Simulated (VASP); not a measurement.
```xyz
2
Lattice="0.0000 2.3910 2.3910 2.3910 0.0000 2.3910 2.3910 2.3910 0.0000" Properties=species:S:1:pos:R:3 pbc="T T T"
Cd     0.0000     0.0000     0.0000
O      2.3910     2.3910     2.3910
```

Computed with PBE GGA, VASP's PBE PAW potentials (set 64) (plane waves; VASP). Settings: 520 eV cut-off, 15×15×15 Γ-centred mesh, tetrahedra with Blöchl corrections, potentials Cd O.

Task: Tabulate the total density of states (states/eV per cell) against energy (eV; zero at the valence-band maximum or, without a gap, the Fermi level).

Result: 
(E (eV), DOS (states/eV)): (-9.98, 0.00); (-9.62, 0.00); (-9.26, 0.00); (-8.90, 0.00); (-8.66, 0.00); (-8.30, 0.00); (-7.94, 0.00); (-7.58, 0.00); (-7.22, 1.10); (-6.86, 11.9); (-6.50, 4.25); (-6.14, 12.4); (-5.90, 1.87); (-5.54, 0.00); (-5.18, 0.00); (-4.82, 0.00); (-4.46, 0.00); (-4.10, 0.00); (-3.74, 0.16); (-3.38, 3.46); (-3.14, 2.49); (-2.78, 0.30); (-2.42, 0.88); (-2.06, 1.19); (-1.70, 1.59); (-1.34, 1.98); (-0.98, 1.97); (-0.62, 1.71); (-0.38, 1.66); (-0.02, 0.51); (0.34, 0.01); (0.70, 0.02); (1.06, 0.04); (1.42, 0.05); (1.78, 0.07); (2.14, 0.10); (2.38, 0.12); (2.74, 0.15); (3.10, 0.19); (3.46, 0.24)
Within 2 eV below the Fermi level the largest weight inside VASP's projection spheres is O p.

The compound is CdO in the rock salt structure. It was relaxed first, which changed the volume by +5 %.
